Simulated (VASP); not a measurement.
Level of theory: PBE GGA, VASP's PBE PAW potentials (set 64) (plane waves; VASP 6.6.1).

VASP ran on this input.

**KPOINTS**
```
Automatic mesh
0
Gamma
1 1 1
0 0 0
```

### INCAR
```
! general
SYSTEM = B31N32Si
PREC   = Normal
ENCUT  = 400
LREAL  = Auto   ! projection in real space or not
LASPH  = T   ! aspherical one-centre terms
ISYM   = 0
NELECT = 258.0

! electronic loop
EDIFF  = 1E-5   ! SCF stop (eV)
NELM   = 100   ! most electronic steps
NELMIN = 4
ALGO   = Fast   ! Davidson, then RMM-DIIS

! smearing
ISMEAR = 0
SIGMA  = 0.05   ! width (eV)

! functional
GGA    = PE   ! PBE

! ions
IBRION = 2
NSW    = 60   ! most ionic steps
ISIF   = 2   ! forces and stress, cell fixed
EDIFFG = -0.03   ! ionic stop

! output
LWAVE  = T
LCHARG = F
```

File POSCAR:
```
B31N32Si
1
    7.2488848259     0.0000000000     0.0000000000
    0.0000000000     7.2488848259     0.0000000000
   -0.0000000000    -0.0000000000     7.2488848259
B N Si
31 32 1
Direct
  0.5000000000   0.0000000000   0.0000000000
  0.7500000000   0.2500000000   0.0000000000
  0.7500000000   0.0000000000   0.2500000000
  0.0000000000   0.0000000000   0.0000000000
  0.2500000000   0.2500000000   0.0000000000
  0.5000000000   0.5000000000   0.0000000000
  0.7500000000   0.7500000000   0.0000000000
  0.2500000000   0.0000000000   0.2500000000
  0.5027990000   0.2568010000   0.2518910000
  0.7431490000   0.4940840000   0.2509450000
  0.5000000000   0.0000000000   0.5000000000
  0.7441190000   0.2469870000   0.4942700000
  0.7500000000   0.0000000000   0.7500000000
  0.0000000000   0.5000000000   0.0000000000
  0.2500000000   0.7500000000   0.0000000000
  0.0000000000   0.2500000000   0.2500000000
  0.2494390000   0.5006050000   0.2510590000
  0.5020570000   0.7566080000   0.2529940000
  0.0000000000   0.0000000000   0.5000000000
  0.2433970000   0.2446250000   0.4964780000
  0.7544840000   0.7493610000   0.5014570000
  0.2500000000   0.0000000000   0.7500000000
  0.5055630000   0.2502700000   0.7560440000
  0.7473140000   0.4963830000   0.7486340000
  0.0000000000   0.7500000000   0.2500000000
  0.0000000000   0.5000000000   0.5000000000
  0.2461040000   0.7482700000   0.4990880000
  0.0000000000   0.2500000000   0.7500000000
  0.2437540000   0.4971390000   0.7437360000
  0.5052010000   0.7556360000   0.7493400000
  0.0000000000   0.7500000000   0.7500000000
  0.6250000000   0.1250000000   0.1250000000
  0.8750000000   0.3750000000   0.1250000000
  0.8750000000   0.1250000000   0.3750000000
  0.1250000000   0.1250000000   0.1250000000
  0.3787780000   0.3756750000   0.1202730000
  0.6279950000   0.6183040000   0.1251820000
  0.8750000000   0.8750000000   0.1250000000
  0.3797080000   0.1264600000   0.3743830000
  0.6183380000   0.3700150000   0.3770100000
  0.8773430000   0.6298060000   0.3716110000
  0.6318420000   0.1194690000   0.6291040000
  0.8806610000   0.3780770000   0.6289370000
  0.8750000000   0.1250000000   0.8750000000
  0.1250000000   0.6250000000   0.1250000000
  0.3750000000   0.8750000000   0.1250000000
  0.1259300000   0.3751480000   0.3750930000
  0.3685730000   0.6208280000   0.3717210000
  0.6276320000   0.8746890000   0.3769150000
  0.1250000000   0.1250000000   0.6250000000
  0.3799040000   0.3682310000   0.6198080000
  0.6289510000   0.6208770000   0.6242010000
  0.8750000000   0.8750000000   0.6250000000
  0.3750000000   0.1250000000   0.8750000000
  0.6248040000   0.3706120000   0.8704940000
  0.8750000000   0.6250000000   0.8750000000
  0.1250000000   0.8750000000   0.3750000000
  0.1183220000   0.6307970000   0.6214760000
  0.3706810000   0.8726790000   0.6286320000
  0.1250000000   0.3750000000   0.8750000000
  0.3807240000   0.6254860000   0.8752920000
  0.6250000000   0.8750000000   0.8750000000
  0.1250000000   0.8750000000   0.8750000000
  0.4971070000   0.5005510000   0.4946640000
```

POTCAR, in this order: B N Si (PBE.64 set). Program: vasp_gam.

The resulting files:

### OUTCAR
```
 ion  position               nearest neighbor table
   1  0.500  0.000  0.000-  32 1.57  46 1.57  54 1.57  62 1.57
   2  0.750  0.250  0.000-  32 1.57  33 1.57  44 1.57  55 1.57
   3  0.750  0.000  0.250-  49 1.57  34 1.57  38 1.57  32 1.57
   4  0.000  0.000  0.000-  35 1.57  38 1.57  44 1.57  63 1.57
   5  0.250  0.250  0.000-  36 1.57  35 1.57  54 1.57  60 1.57
   6  0.500  0.500  0.000-  36 1.53  61 1.55  37 1.56  55 1.61
   7  0.750  0.750  0.000-  38 1.57  56 1.57  62 1.57  37 1.59
   8  0.250  0.000  0.250-  35 1.57  46 1.57  57 1.57  39 1.59
   9  0.503  0.257  0.252-  40 1.48  36 1.57  39 1.57  32 1.59  64 2.49
  10  0.743  0.494  0.251-  37 1.53  40 1.57  33 1.58  41 1.64  64 2.51
  11  0.500  0.000  0.500-  39 1.56  49 1.57  42 1.59  59 1.61
  12  0.744  0.247  0.494-  40 1.53  34 1.56  42 1.57  43 1.68  64 2.57
  13  0.750  0.000  0.750-  42 1.50  44 1.57  53 1.57  62 1.57
  14  0.000  0.500  0.000-  33 1.57  45 1.57  56 1.57  60 1.57
  15  0.250  0.750  0.000-  45 1.57  46 1.57  63 1.57  61 1.59
  16  0.000  0.250  0.250-  33 1.57  34 1.57  35 1.57  47 1.57
  17  0.249  0.501  0.251-  48 1.51  47 1.56  45 1.57  36 1.61  64 2.52
  18  0.502  0.757  0.253-  49 1.54  46 1.56  48 1.63  37 1.64  64 2.55
  19  0.000  0.000  0.500-  34 1.57  50 1.57  53 1.57  57 1.57
  20  0.243  0.245  0.496-  50 1.54  47 1.55  39 1.58  51 1.61  64 2.61
  21  0.754  0.749  0.501-  53 1.55  41 1.56  49 1.58  52 1.58  64 2.60
  22  0.250  0.000  0.750-  59 1.55  54 1.57  50 1.57  63 1.57
  23  0.506  0.250  0.756-  55 1.48  54 1.57  51 1.59  42 1.61  64 2.62
  24  0.747  0.496  0.749-  52 1.54  55 1.55  43 1.56  56 1.60  64 2.58
  25  0.000  0.750  0.250-  41 1.53  38 1.57  45 1.57  57 1.57
  26  0.000  0.500  0.500-  43 1.55  58 1.55  47 1.57  41 1.59
  27  0.246  0.748  0.499-  58 1.54  57 1.56  48 1.58  59 1.58  64 2.56
  28  0.000  0.250  0.750-  43 1.54  44 1.57  50 1.57  60 1.57
  29  0.244  0.497  0.744-  60 1.56  58 1.60  51 1.63  61 1.66  64 2.58
  30  0.505  0.756  0.749-  62 1.53  59 1.56  61 1.59  52 1.61  64 2.61
  31  0.000  0.750  0.750-  58 1.53  56 1.57  53 1.57  63 1.57
  32  0.625  0.125  0.125-   1 1.57   2 1.57   3 1.57   9 1.59
  33  0.875  0.375  0.125-   2 1.57  14 1.57  16 1.57  10 1.58
  34  0.875  0.125  0.375-  12 1.56   3 1.57  16 1.57  19 1.57
  35  0.125  0.125  0.125-   4 1.57   5 1.57   8 1.57  16 1.57
  36  0.379  0.376  0.120-   6 1.53   9 1.57   5 1.57  17 1.61
  37  0.628  0.618  0.125-  10 1.53   6 1.56   7 1.59  18 1.64
  38  0.875  0.875  0.125-   3 1.57   4 1.57   7 1.57  25 1.57
  39  0.380  0.126  0.374-  11 1.56   9 1.57  20 1.58   8 1.59
...
```

### OSZICAR
```
...
RMM:   6    -0.538230384302E+03   -0.21950E-05   -0.29733E-05   220   0.119E-02
   7 F= -.53823038E+03 E0= -.53823038E+03  d E =-.823369E-01
       N       E                     dE             d eps       ncg     rms          rms(c)
DAV:   1    -0.538295661340E+03   -0.65279E-01   -0.91578E+00   352   0.830E+00    0.891E-01
RMM:   2    -0.538306150143E+03   -0.10489E-01   -0.22265E-01   324   0.134E+00    0.431E-01
RMM:   3    -0.538305117589E+03    0.10326E-02   -0.23354E-02   325   0.436E-01    0.251E-01
RMM:   4    -0.538304778374E+03    0.33921E-03   -0.69296E-03   325   0.191E-01    0.645E-02
RMM:   5    -0.538304840442E+03   -0.62068E-04   -0.83338E-04   328   0.714E-02    0.341E-02
RMM:   6    -0.538304866220E+03   -0.25778E-04   -0.31798E-04   323   0.367E-02    0.164E-02
RMM:   7    -0.538304862975E+03    0.32444E-05   -0.47861E-05   241   0.156E-02
   8 F= -.53830486E+03 E0= -.53830486E+03  d E =-.744787E-01
       N       E                     dE             d eps       ncg     rms          rms(c)
DAV:   1    -0.538305836538E+03   -0.97032E-03   -0.11266E-01   384   0.946E-01    0.909E-02
RMM:   2    -0.538306039054E+03   -0.20252E-03   -0.27349E-03   324   0.148E-01    0.436E-02
RMM:   3    -0.538306048150E+03   -0.90963E-05   -0.28702E-04   328   0.480E-02    0.287E-02
RMM:   4    -0.538306042789E+03    0.53605E-05   -0.73608E-05   292   0.203E-02
   9 F= -.53830604E+03 E0= -.53830604E+03  d E =-.756585E-01
       N       E                     dE             d eps       ncg     rms          rms(c)
DAV:   1    -0.538311967346E+03   -0.59192E-02   -0.64891E+00   352   0.720E+00    0.682E-01
RMM:   2    -0.538322248402E+03   -0.10281E-01   -0.14718E-01   324   0.109E+00    0.330E-01
RMM:   3    -0.538322163878E+03    0.84524E-04   -0.15866E-02   325   0.355E-01    0.201E-01
RMM:   4    -0.538321910913E+03    0.25296E-03   -0.38985E-03   325   0.149E-01    0.555E-02
RMM:   5    -0.538321942221E+03   -0.31307E-04   -0.47920E-04   329   0.552E-02    0.295E-02
RMM:   6    -0.538321947470E+03   -0.52491E-05   -0.16104E-04   318   0.270E-02    0.106E-02
RMM:   7    -0.538321946474E+03    0.99581E-06   -0.23776E-05   215   0.114E-02
  10 F= -.53832195E+03 E0= -.53832195E+03  d E =-.159037E-01
       N       E                     dE             d eps       ncg     rms          rms(c)
DAV:   1    -0.538328209686E+03   -0.62622E-02   -0.80210E-01   344   0.254E+00    0.237E-01
RMM:   2    -0.538329489711E+03   -0.12800E-02   -0.18050E-02   324   0.382E-01    0.117E-01
RMM:   3    -0.538329469959E+03    0.19751E-04   -0.19273E-03   325   0.124E-01    0.695E-02
RMM:   4    -0.538329440333E+03    0.29627E-04   -0.48630E-04   325   0.526E-02    0.187E-02
RMM:   5    -0.538329443625E+03   -0.32921E-05   -0.58185E-05   251   0.194E-02
  11 F= -.53832944E+03 E0= -.53832944E+03  d E =-.234008E-01
       N       E                     dE             d eps       ncg     rms          rms(c)
DAV:   1    -0.538337926152E+03   -0.84858E-02   -0.14781E+00   328   0.348E+00    0.291E-01
RMM:   2    -0.538339710798E+03   -0.17846E-02   -0.27916E-02   324   0.469E-01    0.138E-01
RMM:   3    -0.538339726325E+03   -0.15527E-04   -0.32957E-03   325   0.157E-01    0.822E-02
RMM:   4    -0.538339693962E+03    0.32363E-04   -0.72357E-04   327   0.637E-02    0.246E-02
RMM:   5    -0.538339701563E+03   -0.76016E-05   -0.96726E-05   295   0.240E-02
  12 F= -.53833970E+03 E0= -.53833970E+03  d E =-.102579E-01
       N       E                     dE             d eps       ncg     rms          rms(c)
DAV:   1    -0.538339722291E+03   -0.28329E-04   -0.33365E-03   384   0.165E-01    0.135E-02
RMM:   2    -0.538339724343E+03   -0.20524E-05   -0.50526E-05   264   0.196E-02    0.640E-03
RMM:   3    -0.538339724245E+03    0.97527E-07   -0.60800E-06   193   0.676E-03    0.366E-03
RMM:   4    -0.538339724144E+03    0.10149E-06   -0.89124E-07   180   0.241E-03
  13 F= -.53833972E+03 E0= -.53833972E+03  d E =-.102805E-01
       N       E                     dE             d eps       ncg     rms          rms(c)
DAV:   1    -0.538342116105E+03   -0.23919E-02   -0.44523E-01   328   0.191E+00    0.170E-01
RMM:   2    -0.538342581155E+03   -0.46505E-03   -0.77099E-03   324   0.245E-01    0.806E-02
RMM:   3    -0.538342572604E+03    0.85510E-05   -0.98850E-04   326   0.836E-02    0.445E-02
RMM:   4    -0.538342568929E+03    0.36752E-05   -0.20976E-04   326   0.336E-02    0.142E-02
RMM:   5    -0.538342570679E+03   -0.17503E-05   -0.27090E-05   222   0.127E-02
  14 F= -.53834257E+03 E0= -.53834257E+03  d E =-.284654E-02
       N       E                     dE             d eps       ncg     rms          rms(c)
DAV:   1    -0.538342584035E+03   -0.15106E-04   -0.23028E-03   384   0.137E-01    0.118E-02
RMM:   2    -0.538342585781E+03   -0.17458E-05   -0.34131E-05   226   0.163E-02    0.585E-03
RMM:   3    -0.538342585575E+03    0.20588E-06   -0.37466E-06   191   0.544E-03    0.319E-03
RMM:   4    -0.538342585498E+03    0.76510E-07   -0.61124E-07   134   0.213E-03
  15 F= -.53834259E+03 E0= -.53834259E+03  d E =-.286135E-02
       N       E                     dE             d eps       ncg     rms          rms(c)
DAV:   1    -0.538343310936E+03   -0.72536E-03   -0.26089E-01   328   0.144E+00    0.128E-01
RMM:   2    -0.538343532352E+03   -0.22142E-03   -0.40375E-03   324   0.173E-01    0.573E-02
RMM:   3    -0.538343528169E+03    0.41830E-05   -0.60299E-04   327   0.611E-02    0.304E-02
RMM:   4    -0.538343527882E+03    0.28702E-06   -0.11418E-04   312   0.242E-02    0.108E-02
RMM:   5    -0.538343528709E+03   -0.82758E-06   -0.14311E-05   203   0.899E-03
  16 F= -.53834353E+03 E0= -.53834353E+03  d E =-.943211E-03
       N       E                     dE             d eps       ncg     rms          rms(c)
DAV:   1    -0.538343579606E+03   -0.51724E-04   -0.10451E-02   360   0.288E-01    0.255E-02
RMM:   2    -0.538343587709E+03   -0.81033E-05   -0.15618E-04   324   0.340E-02    0.115E-02
RMM:   3    -0.538343587223E+03    0.48639E-06   -0.22212E-05   211   0.119E-02    0.612E-03
RMM:   4    -0.538343587114E+03    0.10834E-06   -0.35281E-06   188   0.443E-03
  17 F= -.53834359E+03 E0= -.53834359E+03  d E =-.100162E-02
       N       E                     dE             d eps       ncg     rms          rms(c)
DAV:   1    -0.538344039163E+03   -0.45194E-03   -0.90312E-02   344   0.850E-01    0.645E-02
RMM:   2    -0.538344117820E+03   -0.78657E-04   -0.12628E-03   324   0.974E-02    0.305E-02
RMM:   3    -0.538344121024E+03   -0.32034E-05   -0.18869E-04   328   0.343E-02    0.175E-02
RMM:   4    -0.538344120396E+03    0.62750E-06   -0.35859E-05   231   0.137E-02
  18 F= -.53834412E+03 E0= -.53834412E+03  d E =-.533282E-03
       N       E                     dE             d eps       ncg     rms          rms(c)
DAV:   1    -0.538344141823E+03   -0.20799E-04   -0.53346E-03   376   0.206E-01    0.162E-02
RMM:   2    -0.538344147103E+03   -0.52798E-05   -0.79741E-05   305   0.246E-02    0.818E-03
RMM:   3    -0.538344147457E+03   -0.35427E-06   -0.11718E-05   199   0.863E-03    0.509E-03
RMM:   4    -0.538344147409E+03    0.47938E-07   -0.21872E-06   192   0.325E-03
  19 F= -.53834415E+03 E0= -.53834415E+03  d E =-.560295E-03
       N       E                     dE             d eps       ncg     rms          rms(c)
DAV:   1    -0.538344282943E+03   -0.13549E-03   -0.27869E-02   344   0.477E-01    0.435E-02
RMM:   2    -0.538344308845E+03   -0.25902E-04   -0.47335E-04   324   0.605E-02    0.203E-02
RMM:   3    -0.538344309480E+03   -0.63576E-06   -0.76585E-05   286   0.217E-02    0.114E-02
RMM:   4    -0.538344309495E+03   -0.14588E-07   -0.11950E-05   196   0.823E-03
  20 F= -.53834431E+03 E0= -.53834431E+03  d E =-.162086E-03
```

OUTCAR:
```
------------------------ aborting loop because EDIFF is reached ----------------------------------------
  FORCE on cell =-STRESS in cart. coord.  units (eV):
  Direction    XX          YY          ZZ          XY          YZ          ZX
  --------------------------------------------------------------------------------------
  Total       18.8289894     18.8481305     18.8440745     -1.4577391      1.4602067      1.4720896
  in kB       79.1997835     79.2802962     79.2632357     -6.1316418      6.1420213      6.1920039
  external PRESSURE =      79.2477718 kB  Pullay stress =       0.0000000 kB
  volume of cell :      380.90
      direct lattice vectors                 reciprocal lattice vectors
     7.248884826  0.000000000  0.000000000     0.137952254  0.000000000  0.000000000
     0.000000000  7.248884826  0.000000000     0.000000000  0.137952254  0.000000000
     0.000000000  0.000000000  7.248884826     0.000000000  0.000000000  0.137952254
  FREE ENERGIE OF THE ION-ELECTRON SYSTEM (eV)
  ---------------------------------------------------
  free  energy   TOTEN  =      -538.3443094949 eV

  energy  without entropy=     -538.3443094949  energy(sigma->0) =     -538.34430949

 reached required accuracy - stopping structural energy minimisation
```
(Selected blocks of OUTCAR.)

File CONTCAR:
```
B31N32Si
   1.00000000000000
     7.2488848259000003    0.0000000000000000    0.0000000000000000
     0.0000000000000000    7.2488848259000003    0.0000000000000000
     0.0000000000000000    0.0000000000000000    7.2488848259000003
  B               N               Si
    31    32     1
Direct
     0.5013191563060259    0.0010446475447083    0.9982592556387346
     0.7494983288051044    0.2475578282471252    0.9980614523208032
     0.7489765226723590    0.0010135616438921    0.2508121179232824
     0.0011224567023015    0.0007140666861487    0.9986234713793969
     0.2484022531152506    0.2479489083853318    0.9983066708780558
     0.5016634038367375    0.5012173127833859    0.9981196561480039
     0.7489669244575016    0.7484973561138423    0.9983107292276722
     0.2480181419745963    0.0012564232900798    0.2502822349413121
     0.5017928937038728    0.2418134670864683    0.2469620843364693
     0.7510431571621484    0.5016189833403654    0.2487695188150434
     0.5016780389153146    0.0011812642891423    0.4981126017651183
     0.7528202588474682    0.2418275285970147    0.4979813930381948
     0.7494972991333605    0.0012110433933495    0.7517569859628576
     0.0014846436468428    0.5008593454586066    0.9982628334480557
     0.2480148408750135    0.7490131227239353    0.9980273806200773
     0.0017171898439629    0.2475341828174225    0.2503023840149594
     0.2423155937111024    0.5013000829445694    0.2469470605025942
     0.5020997616695848    0.7505592672650265    0.2487558561220429
     0.0014803108865736    0.0010731491530907    0.4984455748127924
     0.2449868043212145    0.2444894664015575    0.4972460932191950
     0.7510241592437206    0.7505435810217141    0.4976596690149046
     0.2484090358813751    0.0009774230448247    0.7513534469832456
     0.5025507966732238    0.2444961607742110    0.7547932336919775
     0.7528209266336731    0.5013020404402058    0.7574286219768346
     0.0014290819549315    0.7485008900562262    0.2508111782531530
     0.0016754911093940    0.5011751895915461    0.4981308306665140
     0.2423224553981256    0.7523537337902617    0.4979936881644396
     0.0014719218390070    0.2479655544350447    0.7513602282313290
     0.2450219879828802    0.5020545509561366    0.7547787896086855
     0.5017812113281811    0.7523296412217970    0.7574442908286411
     0.0016990632910579    0.7490037459400203    0.7517659830144912
     0.6252945479539561    0.1225994392461373    0.1224936524945968
     0.8765389699825844    0.3745473470026370    0.1232510987688199
     0.8772711291099043    0.1226104554520790    0.3744595842220721
     0.1250551853100726    0.1245988216635525    0.1243170459318370
     0.3748690420640339    0.3744057109962049    0.1246872823789883
     0.6247465832481325    0.6242908229811359    0.1236886937197298
     0.8748826237841760    0.8744491677546943    0.1248731840526407
     0.3745906917787162    0.1237535257481717    0.3743672953668508
     0.6349466516478371    0.3601605684184336    0.3648354322061375
     0.8761134606568379    0.6242660581904526    0.3750307606382359
     0.6254064014093721    0.1237577848809889    0.6251829247741262
     0.8750928065428696    0.3744041908687253    0.6248988421530770
     0.8754558366846888    0.1246158857246453    0.8747045093537716
     0.1230789941419599    0.6248254731779669    0.1224817749459301
     0.3750223397820620    0.8760644075360794    0.1232264533877606
     0.1242365981119881    0.3740960721540507    0.3743630833421036
     0.3606545321434372    0.6344758973311813    0.3648265292981873
     0.6247542727017199    0.8756423261268889    0.3750039362810638
     0.1243248645517305    0.1238488092665409    0.6248895680415426
     0.3684011213752991    0.3679254480493515    0.6313701034605121
     0.6349240764633229    0.6344423016612097    0.6391014124791637
     0.8765215810937076    0.8760528841884690    0.6247305492879743
     0.3748700268779179    0.1238539882966642    0.8754488051745124
     0.6254094653291493    0.3741308351614970    0.8755479423362936
     0.8772635817941142    0.6248260927825054    0.8766997460080954
     0.1230736025997867    0.8768162041274419    0.3744642720075503
     0.1242585300133816    0.6249232390470075    0.6251997499606710
     0.3748717278600283    0.8746091695765478    0.6249032085787937
     0.1243327215646448    0.3744349562042366    0.8754639716592764
     0.3746042025806406    0.6249402924977381    0.8755308292674435
     0.6252926763311415    0.8768019917499618    0.8766995026906681
     0.1250444960787616    0.8749962282004503    0.8747302171155842
     0.5063655465101297    0.5058730844993271    0.4933947230671223
```

At this cut-off the stress carries a Pulay error, which pulls relaxed volumes low. The cell is charged, with a uniform compensating background. The supercell is sampled at Γ alone, which is coarse: total energies, pressure and levels can be off, energies of defects by several tenths of an eV.

The cell is a supercell with a defect, built from BN (zinc blende): Si_B, charge -1. The run is not spin-polarised, so no state with unpaired spins was tried.
